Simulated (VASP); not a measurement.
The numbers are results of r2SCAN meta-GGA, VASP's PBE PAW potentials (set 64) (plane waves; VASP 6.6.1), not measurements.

VASP input:

**KPOINTS**
```
Automatic mesh
0
Gamma
6 6 3
0 0 0
```

**INCAR**
```
SYSTEM  =  SiGe
PREC  =  Accurate; ENCUT  =  400; LREAL  =  .FALSE.
LASPH  =  .TRUE.
EDIFF  =  1E-6; NELM  =  100; ALGO  =  Normal
LMAXMIX  =  4; LMIXTAU  =  .TRUE.
ISMEAR  =  0; SIGMA  =  0.05
METAGGA  =  R2SCAN
IBRION  =  2; NSW  =  60; ISIF  =  3
EDIFFG  =  -0.02
LWAVE  =  .FALSE.; LCHARG  =  .FALSE.
```

File POSCAR:
```
SiGe
1.0
  3.9003054223   0.0000000000   0.0000000000
 -1.9501527112   3.3777636901   0.0000000000
  0.0000000000   0.0000000000   6.4318608648
Si Ge
2 2
Cart
  1.9501546613   1.1259201041   5.6253150643
 -0.0000019502   2.2518435860   2.4093846319
  1.9501546613   1.1259201041   3.2184936248
 -0.0000019502   2.2518435860   0.0025631924
```

POTCAR, in this order: Si Ge_d (PBE.64 set). Program: vasp_std.

**Question.** What will the output report for the number of irreducible k-points (NKPTS), number of bands (NBANDS), largest plane-wave count, number of space-group operations, FFT grid (NGX, NGY, NGZ)?

**Answer.** 
```yaml
number of irreducible k-points (NKPTS): 14
number of bands (NBANDS): 22
largest_plane_wave_count: 1566
number_of_space_group_operations: 12
FFT grid (NGX, NGY, NGZ): 28 × 28 × 42
```

The structure comes from a computed database's SiGe entry (P6_3mc); how it stands against other phases isn't given here. This run relaxes it. Symmetry was kept, so distortions that lower it aren't found. The start is the result of an earlier pass.
